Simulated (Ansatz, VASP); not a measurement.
# ZnB2S4 in two plane-wave programs

Aim: how closely do two programs agree when they are given the same cell, functional and k mesh? The cell is invented: As first built, before any earlier steps moved the atoms (in the runner's words): B for Ga in the ZnGa2S4 structure of space group I-4. It may not be a known or stable phase. The cell is taken from a series of runs on this material, whose earlier steps may have relaxed, scaled, displaced or heated it; both programs get it as it stands.

Main program and level: Ansatz 0.2.0; plane waves, with VASP 6.6.1 beside it; single point at r2SCAN.

## Step 1: The structure

Symmetry: I-4, No. 82, tetragonal system. Conventional cell: a = 5.037 Å, b = 5.037 Å, c = 8.662 Å, α = 90.00°, β = 90.00°, γ = 90.00°. Nearest to Zn lie 4 S at 2.32 Å. Nearest to B lie 4 S at 1.94 Å. B has 4 S at 1.94 Å nearest. S has 2 B at 1.94 Å and 1 Zn at 2.32 Å nearest. It derives from ZnGa2S4. As first built, before any earlier steps moved the atoms (in the runner's words): B for Ga in the ZnGa2S4 structure of space group I-4. Farther neighbours and most contacts between anions are not listed.

## Step 2: Ansatz: single point, r2SCAN, pair 1

Ansatz runs on its default PAW (the set named soft_2) files.

A single point gives forces, pressure and levels at one fixed geometry, so differences don't come from the geometry; what else differs is listed under the comparison.

The input, input.yaml:

```yaml
crystal:
  lattice:
    - [5.036878857, 0.0, 0.0]
    - [0.0, 5.036878857, 0.0]
    - [2.518439428, 2.518439428, 4.331062447]
  atoms:
    - { symbol: Zn, position: [0.25, 0.75, 0.5] }
    - { symbol: B, position: [0.0, 0.0, 0.0] }
    - { symbol: B, position: [0.75, 0.25, 0.5] }
    - { symbol: S, position: [0.0815837251, 0.1455136155, 0.2328172586] }
    - { symbol: S, position: [0.3783308741, 0.9184162749, 0.7671827414] }
    - { symbol: S, position: [0.6855990163, 0.6216691259, 0.2328172586] }
    - { symbol: S, position: [0.8544863845, 0.3144009837, 0.7671827414] }
kpoints:
  mp_grid: { grid: [6, 6, 6] }
scf:
  occupations: { method: fixed }
hamiltonian:
  xc: r2scan
output:
  eigenvalues: true
  transmission:
    leads: [[0, 0]]
    kpoints: [[0.0, 0.0], [0.5, 0.0]]
    e_range: [-1.0, 4.1]
    de: 0.13
```

Launch:

```console
ansatz run input.yaml --threads 2 --pin off --max-ram 4096MiB --backend cpu --events-out ev --progress --plain --runs-dir out
```

Numbers of over 12 decimals in the logs are rounded to 6 here.

The program printed:

```text
Engine: ansatz 0.2.0, x86_64-unknown-linux-gnu
Pseudopotentials: kind: paw
Pseudopotential: Zn, paw, valence charge 12, recommended cutoff 500 eV (meta_gga), Zn.paw.azcp
Pseudopotential: B, paw, valence charge 3, recommended cutoff 500 eV (meta_gga), B.paw.azcp
Pseudopotential: S, paw, valence charge 6, recommended cutoff 500 eV (meta_gga), S.paw.azcp
Functional definition: r2SCAN
  parameter k0 = 0.174
  parameter k1 = 0.065
  parameter a1 = 4.9479
  exchange = r2scan_x(k0 = k0, k1 = k1, a1 = a1)
  correlation = r2scan_c
Crystal: 7 atoms, lattice volume = 109.880 Å³
Basis set: ecut = 500 eV, 2791 PW (Γ), exchange–correlation on 160×160×180 points (64 copies of the dense FFT grid, shifted against one another)
Bands: 28, of which v1, the nominal top of the filled ones, is band 21 counted from 1 (20 counted from 0)
Symmetry: 4 space group operations
Space group: I-4 (ITA 82), of the structure as read, at distance tolerance 4.8e-5 Å
k-points: 36 of 216 (time reversal used)
Non-local potential: Zn, projectors of the file, l = 0: 2, l = 1: 2, l = 2: 3, l = 3: 1
Non-local potential: B, projectors of the file, l = 0: 2, l = 1: 2, l = 2: 1
Non-local potential: S, projectors of the file, l = 0: 2, l = 1: 2, l = 2: 2
PAW form: soft (Blöchl's): semilocal exchange-correlation on the pseudo side does not see the compensation charge
PAW frozen core: Zn, regenerated for the run's functional (the file was generated under x = pbe(κ = 0.804, μ = 0.219515), c = pbe(β = 0.066725))
PAW frozen core: B, regenerated for the run's functional (the file was generated under x = pbe(κ = 0.804, μ = 0.219515), c = pbe(β = 0.066725))
PAW frozen core: S, regenerated for the run's functional (the file was generated under x = pbe(κ = 0.804, μ = 0.219515), c = pbe(β = 0.066725))
PAW one-centre angular grid: Zn, 590 points (default); XC on 261 of its mesh's 2673 points in the sphere
PAW one-centre angular grid: B, 302 points (default); XC on 160 Gauss nodes
PAW one-centre angular grid: S, 302 points (default); XC on 160 Gauss nodes
Initial density: superposition of atomic densities (neutral atoms: chi_scale 0, normalization atom), corrected by the library's trained network
Initial wavefunctions: pseudopotential atomic-orbital guess
Functional: x = r2scan, c = r2scan; τ floored in thin density (d = 2e-4 eV/Å³)
SCF iter   1: F=—  HF=-7266.146270 eV  |F-HF|=—  |Δ(HF+E_count)|=         —  Δρ=1.08e-2  dr2=7.41e-2  dr2_τ=1.99e-1  ethr=1.77e-3  ⟨swp⟩=4.9  Hψ=4254  notcnv=0  defer=166
preconditioner: auto → Resta (q_TF=auto, 2.324 Å⁻¹)  ε∞=4.8  [insulator: Δε(μ)=3.066 eV  Ē_g=11.717 eV  n_scr=22 (ndim 8)  ℏωp=23.0 eV  f_vac=0.000  ε∞_Penn≈4.8]
SCF iter   2: F=—  HF=-7266.230781 eV  |F-HF|=—  |Δ(HF+E_count)|=   8.45e-2  Δρ=3.51e-3  dr2=8.28e-3  dr2_τ=3.55e-4  ethr=1.76e-4  ⟨swp⟩=2.0  Hψ=1990  notcnv=0  defer=172
SCF iter   3: F=—  HF=-7266.228289 eV  |F-HF|=—  |Δ(HF+E_count)|=   2.49e-3  Δρ=2.84e-3  dr2=4.60e-3  dr2_τ=6.08e-5  ethr=1.97e-5  ⟨swp⟩=2.1  Hψ=1599  notcnv=0  defer=180
SCF iter   4: F=—  HF=-7266.227947 eV  |F-HF|=—  |Δ(HF+E_count)|=   3.42e-4  Δρ=4.30e-4  dr2=1.45e-4  dr2_τ=5.51e-6  ethr=1.09e-5  ⟨swp⟩=2.0  Hψ=1552  notcnv=0  defer=180
SCF iter   5: F=—  HF=-7266.227980 eV  |F-HF|=—  |Δ(HF+E_count)|=   3.27e-5  Δρ=1.14e-4  dr2=1.51e-5  dr2_τ=3.26e-7  ethr=3.45e-7  ⟨swp⟩=2.6  Hψ=1762  notcnv=0  defer=128
SCF iter   6: F=—  HF=-7266.228048 eV  |F-HF|=—  |Δ(HF+E_count)|=   6.83e-5  Δρ=1.48e-5  dr2=2.96e-7  dr2_τ=9.46e-9  ethr=3.58e-8  ⟨swp⟩=2.8  Hψ=1751  notcnv=0  defer=75
SCF iter   7: F=-7266.228048 eV  HF=-7266.228048 eV  |F-HF|=2.10e-9  |Δ(HF+E_count)|=   2.36e-7  Δρ=6.77e-6  dr2=5.77e-8  dr2_τ=1.22e-9  ethr=2.38e-10  ⟨swp⟩=9.8  Hψ=4445  notcnv=0
SCF 1 converged in 7 iterations: F = -7266.228048 eV  dr2 = 5.77e-8
  greatest PAW one-centre occupation: 0.983 electrons in one spin orbital (limit 2), on the Zn atom at site 0 (counted from 0), in its partial waves of l = 2
transmission: 6 of 12 steps passed
transmission: 12 of 12 steps passed
SCF converged after 7 iterations
Free energy (F): -7266.228048 eV
Harris-Foulkes:  -7266.228048 eV  (|F-HF|=2.10e-9)
Internal energy: -7266.228048 eV  (E = F + TS)
E sigma→0 (E₀):  -7266.228048 eV
Fermi energy:    6.126271 eV
--- Per-component energies (eV) ---
  E_band       = 1.426477
  E_kinetic    = 653.692611
  E_local      = -2533.340775  (includes V_loc(G=0)·N_el)
  E_nonlocal   = 753.046055
  E_hartree    = 1026.702646
  E_xc         = -553.629110
  E_vxc        = -514.247742  (∫ρ·V_xc dr)
  E_paw        = -4447.693460  (= ΣΔE_a)
  E_vpaw       = -435.770522  (= ΣTr[D̂ρ^β])
  E_aug_tail   = -0.000051  (compensation charges beyond the density's cutoff)
  E_vtau       = 24.646739  (kinetic-family band-sum trace: ∫τ·v_τ [+ j·A + Jᵃ·Aᵃ] dr)
  E_ewald      = -2164.347394
  E_core_change = -0.658570  (= ΣΔE_core)
  E_smearing   = -0.000000  (= −TS)
  E_closure    = 0.000000  (closes the sum)
  Σ components = -7266.228048   (vs F -7266.228048, Δ=0.00e0)
--- Band table (eV; the first three rows and the last of 36) ---
  k-point 0: bands = [... 17 lower, 3.9343, 6.0371, 6.0371, 6.1263, 9.2242, 9.7569, 11.4039, 11.4039, ... 3 higher]
  k-point 1: bands = [... 17 lower, 4.0529, 5.6216, 5.7310, 5.7310, 9.5522, 10.0954, 11.1268, 11.4966, ... 3 higher]
  k-point 2: bands = [... 17 lower, 4.0619, 4.6763, 5.4047, 5.4047, 9.7861, 10.8382, 10.8649, 10.8649, ... 3 higher]
  k-point 35: bands = [... 17 lower, 4.8812, 5.2264, 5.4678, 5.6341, 10.0193, 10.9557, 11.0012, 11.5617, ... 3 higher]
--- Transmission ---
  basis      : 261 plane waves across, 6 finite elements along
  points     : 2, as listed
  energies   : 40 from -1.000000 to 4.070000 eV about the Fermi level, 0.130000 eV apart; the leads are filled to 1.548983 eV, and channels, transmission and decay are at 1.600000 eV
  crystal 0  : B2S4Zn1, at the sites [0, 0], period 4.3311 Å: whole cells are its period
    offset         : up to 0.0000 Å between an atom of the period and one for which it stands
    channels       : 0.000000e0 a spin
    conductance    : none, the energies end too early or step too widely for 300 K: set another output.transmission.e_range or a lower de, or, where they end at an eighth of basis.ecutwfc, a higher one
    slowest decay  : 0.3136 /Å at (0.0000, 0.0000)
```

In the SCF lines HF is the Harris–Foulkes energy and dr2 the Hartree energy of the density residual, in eV; the loop may stop once dr2 is under the threshold and the program's other checks hold. Hψ counts applications of the Hamiltonian.

## Step 3: VASP: single point, r2SCAN, pair 1

The same cell, functional and mesh now go to VASP, with its own data sets.

Lines of VASP's logs that name or quote its potential files are left out, and so is its time.

The input, INCAR:

```
SYSTEM = ZnB2S4
PREC = Accurate
ENCUT = 460
EDIFF = 1E-06
NELM = 120
ISMEAR = 0
SIGMA = 0.01
LREAL = .FALSE.
ALGO = Normal
METAGGA = R2SCAN
LASPH = .TRUE.
NBANDS = 28
LORBIT = 11
LWAVE = .FALSE.
LCHARG = .FALSE.
ISIF = 2
GGA_COMPAT = .FALSE.
EFERMI = MIDGAP
LMIXTAU = .TRUE.
KPAR = 2
```

The input, POSCAR:

```
ZnB2S4
1.0
    5.0368788570      0.0000000000      0.0000000000
    0.0000000000      5.0368788570      0.0000000000
    2.5184394280      2.5184394280      4.3310624470
Zn B S
1 2 4
Direct
    0.2500000000      0.7500000000      0.5000000000
    0.0000000000      0.0000000000      0.0000000000
    0.7500000000      0.2500000000      0.5000000000
    0.0815837251      0.1455136155      0.2328172586
    0.3783308741      0.9184162749      0.7671827414
    0.6855990163      0.6216691259      0.2328172586
    0.8544863845      0.3144009837      0.7671827414
```

The input, KPOINTS:

```
Automatic mesh
0
Gamma
6 6 6
0 0 0
```

PAW data sets: Zn, B and S (PBE family, release 64).

Launch:

```console
mpirun -np 2 vasp_std
```

The program printed:

```text
[banner, memory and clock lines left out]
running    2 mpi-ranks, on    1 nodes
 distrk:  each k-point on    1 cores,    2 groups
 distr:  one band on    1 cores,    1 groups

 POSCAR found type information on POSCAR ZnB S
 POSCAR found :  3 types and       7 ions
|                                                                             |
|               ----> ADVICE to this user running VASP <----                  |
|                                                                             |
|     You enforced a specific xc type in the INCAR file but a different       |
|     [... a line on the potential file left out ...]
|     I HOPE YOU KNOW WHAT YOU ARE DOING!                                     |
|                                                                             |

 LDA part: xc-table for (None), standard interpolation
 POSCAR, INCAR and KPOINTS ok, starting setup
 FFT: planning ... GRIDC
 FFT: planning ... GRID_SOFT
 FFT: planning ... GRID
 WAVECAR not read
 entering main loop
       N       E                     dE             d eps       ncg     rms          rms(c)
DAV:   1     0.251066307155E+03    0.25107E+03   -0.18356E+04  2016   0.143E+03
DAV:   2    -0.381020386482E+02   -0.28917E+03   -0.27706E+03  2268   0.319E+02
DAV:   3    -0.675403403443E+02   -0.29438E+02   -0.29121E+02  2408   0.106E+02
DAV:   4    -0.683145595989E+02   -0.77422E+00   -0.77145E+00  2676   0.177E+01
DAV:   5    -0.683263682027E+02   -0.11809E-01   -0.11800E-01  2596   0.229E+00    0.189E+01
DAV:   6    -0.598834249926E+02    0.84429E+01   -0.33727E+00  2584   0.540E+01    0.139E+01
DAV:   7    -0.587356515388E+02    0.11478E+01   -0.20759E+00  2344   0.190E+01    0.306E+00
DAV:   8    -0.596807799999E+02   -0.94513E+00   -0.11564E+00  2308   0.126E+01    0.146E+00
DAV:   9    -0.598365677255E+02   -0.15579E+00   -0.16215E-01  2212   0.331E+00    0.103E+00
DAV:  10    -0.598358306025E+02    0.73712E-03   -0.37067E-02  2344   0.139E+00    0.223E-01
DAV:  11    -0.598212037799E+02    0.14627E-01   -0.43339E-02  2128   0.182E+00    0.159E-01
DAV:  12    -0.598408905985E+02   -0.19687E-01   -0.66086E-03  2192   0.788E-01    0.113E-01
DAV:  13    -0.598415513070E+02   -0.66071E-03   -0.73905E-04  2556   0.224E-01    0.548E-02
DAV:  14    -0.598419939286E+02   -0.44262E-03   -0.71507E-04  2208   0.231E-01    0.358E-02
DAV:  15    -0.598421095351E+02   -0.11561E-03   -0.13457E-04  2192   0.105E-01    0.172E-02
DAV:  16    -0.598421281385E+02   -0.18603E-04   -0.50348E-06  2744   0.237E-02    0.128E-02
DAV:  17    -0.598420987227E+02    0.29416E-04   -0.63583E-06  2208   0.273E-02    0.756E-03
DAV:  18    -0.598421357077E+02   -0.36985E-04   -0.13500E-05  2156   0.364E-02    0.347E-03
DAV:  19    -0.598421355681E+02    0.13963E-06   -0.48530E-07  1280   0.570E-03
   1 F= -.59842136E+02 E0= -.59842136E+02  d E =0.000000E+00
```

From OUTCAR (step 3):

```text
ion  position               nearest neighbor table
   1  0.250  0.750  0.500-   5 2.32   4 2.32   6 2.32   7 2.32
   2  0.000  0.000  0.000-   4 1.94   7 1.94   5 1.94   6 1.94
   3  0.750  0.250  0.500-   7 1.94   4 1.94   6 1.94   5 1.94
   4  0.082  0.146  0.233-   2 1.94   3 1.94   1 2.32
   5  0.378  0.918  0.767-   2 1.94   3 1.94   1 2.32
   6  0.686  0.622  0.233-   2 1.94   3 1.94   1 2.32
   7  0.854  0.314  0.767-   2 1.94   3 1.94   1 2.32

  LATTYP: Found a body centered tetragonal cell.
 ALAT       =     5.0368788570
 C/A-ratio  =     1.7197405655

 Subroutine GETGRP returns: Found  4 space group operations
 (whereof  4 operations were pure point group operations)

The static configuration has the point symmetry S_4 .

 Found     36 irreducible k-points:

   k-points           NKPTS =     36   k-points in BZ     NKDIM =     36   number of bands    NBANDS=     28

   dimension x,y,z NGX =    36 NGY =   36 NGZ =   40
   dimension x,y,z NGXF=    72 NGYF=   72 NGZF=   80

   ENCUT  =  460.0 eV  33.81 Ry    5.81 a.u.   8.81  8.81  9.81*2*pi/ulx,y,z

   NELECT =      42.0000    total number of electrons

 k-points in reciprocal lattice and weights: Automatic mesh
   0.00000000  0.00000000  0.00000000       0.005
   0.16666667  0.00000000  0.00000000       0.037
   0.33333333  0.00000000 -0.00000000       0.037
   0.50000000  0.00000000  0.00000000       0.019
   0.16666667  0.16666667  0.00000000       0.037
   0.33333333  0.16666667 -0.00000000       0.037
  -0.16666667 -0.33333333  0.00000000       0.037
   0.50000000  0.16666667  0.00000000       0.037
  -0.16666667  0.50000000 -0.00000000       0.037
[...]
-0.16666667 -0.16666667  0.33333333       0.019
   0.00000000  0.00000000  0.50000000       0.005

 average (electrostatic) potential at core
       1 -40.0905       2 -30.3982       3 -30.4915       4 -90.0458       5 -90.0458
       6 -90.0458       7 -90.0458

 E-fermi :   5.2678

 k-point     1 :       0.0000    0.0000    0.0000
  band No.  band energies     occupation
    ...
     17       1.5166      2.00000
     18       1.5166      2.00000
     19       3.6246      2.00000
     20       3.6246      2.00000
     21       3.7125      2.00000
     22       6.8231      0.00000
     23       7.3533      0.00000
     24       9.0181      0.00000
     25       9.0181      0.00000
     26       9.4408      0.00000
    ...

 k-point     2 :       0.1667    0.0000    0.0000
  band No.  band energies     occupation
    ...
     17       1.3918      2.00000
     18       1.8477      2.00000
     19       2.8563      2.00000
     20       3.4013      2.00000
     21       3.6274      2.00000
     22       7.2795      0.00000
     23       7.8921      0.00000
     24       8.8746      0.00000
     25       9.1256      0.00000
     26       9.5219      0.00000
    ...

 k-point     3 :       0.3333    0.0000   -0.0000
  band No.  band energies     occupation
    ...
     17       1.2563      2.00000
     18       1.5779      2.00000
     19       2.5701      2.00000
     20       3.0006      2.00000
     21       3.5231      2.00000
     22       8.1601      0.00000
     23       8.6606      0.00000
     24       8.8193      0.00000
     25       9.3787      0.00000
     26       9.5897      0.00000
    ...

  Total       -0.1451384     -0.1451384     -0.1283233     -0.0000216      0.0000000      0.0000000
  in kB       -2.1162908     -2.1162908     -1.8711068     -0.0003143      0.0000000      0.0000000
  external PRESSURE =      -2.0345628 kB  Pullay stress =       0.0000000 kB

  energy-cutoff  :      460.00
  volume of cell :      109.88
      direct lattice vectors                 reciprocal lattice vectors
     5.036878857  0.000000000  0.000000000     0.198535646  0.000000000 -0.115445114
     0.000000000  5.036878857  0.000000000     0.000000000  0.198535646 -0.115445114
     2.518439428  2.518439428  4.331062447     0.000000000  0.000000000  0.230890229

 POSITION                                       TOTAL-FORCE (eV/Angst)
 -----------------------------------------------------------------------------------
      2.51844      5.03688      2.16553        -0.000000      0.000000      0.000000
      0.00000      0.00000      0.00000        -0.000000      0.000000      0.000000
      5.03688      2.51844      2.16553        -0.000000      0.000000      0.000000
      0.99726      1.31927      1.00835        -0.012805      0.007189     -0.009934
      3.83771      6.55805      3.32272         0.007189      0.012805      0.009934
      4.03962      3.71761      1.00835         0.012805     -0.007189     -0.009934
      6.23605      3.51570      3.32272        -0.007189     -0.012805      0.009934
 -----------------------------------------------------------------------------------
    total drift:                               -0.000801     -0.000120     -0.000038

  FREE ENERGIE OF THE ION-ELECTRON SYSTEM (eV)
  ---------------------------------------------------
  free  energy   TOTEN  =       -59.8421355681 eV

  energy  without entropy=      -59.8421355681  energy(sigma->0) =      -59.84213557

 total charge
# of ion       s       p       d       tot
------------------------------------------
    1        0.513   0.497   9.815  10.826
    2        0.650   1.108   0.000   1.758
    3        0.646   1.096   0.000   1.743
    4        1.318   2.464   0.000   3.782
    5        1.318   2.464   0.000   3.782
    6        1.318   2.464   0.000   3.782
    7        1.318   2.464   0.000   3.782
--------------------------------------------------
tot          7.081  12.560   9.815  29.456

[... 3 further parts left out ...]
```

The run ends at a pressure of -0.20 GPa, with forces up to 0.018 eV/Å.

## Step 4: Differences

Known differences besides the potentials themselves: VASP keeps PBE cores, Ansatz makes them for the functional; fixed occupations in Ansatz, narrow Gaussian smearing in VASP; the cutoff is 500 eV in Ansatz and 460 eV in VASP. Total energies have different zeros and are not compared.

Compared:

```
              quantity  Ansatz   VASP  difference
gap on the k mesh (eV)   3.098  3.111      -0.013
```

A gap on the mesh is an upper bound, since the band edges may lie between its points.

(Continued in part 2 of 2.)

[Lines on the potential files, build, host, timing and source positions are cut from VASP's logs without a mark.]

[Logs are printed without paths, hosts, clocks, repeated set-up lines and the standing remarks that a program may print on its own settings, such as how far it seeks lower states.]

[Hosts, paths, dates, database ids (printed as entryN), source tags and the programs' standing remarks are cut or masked in the printed files.]
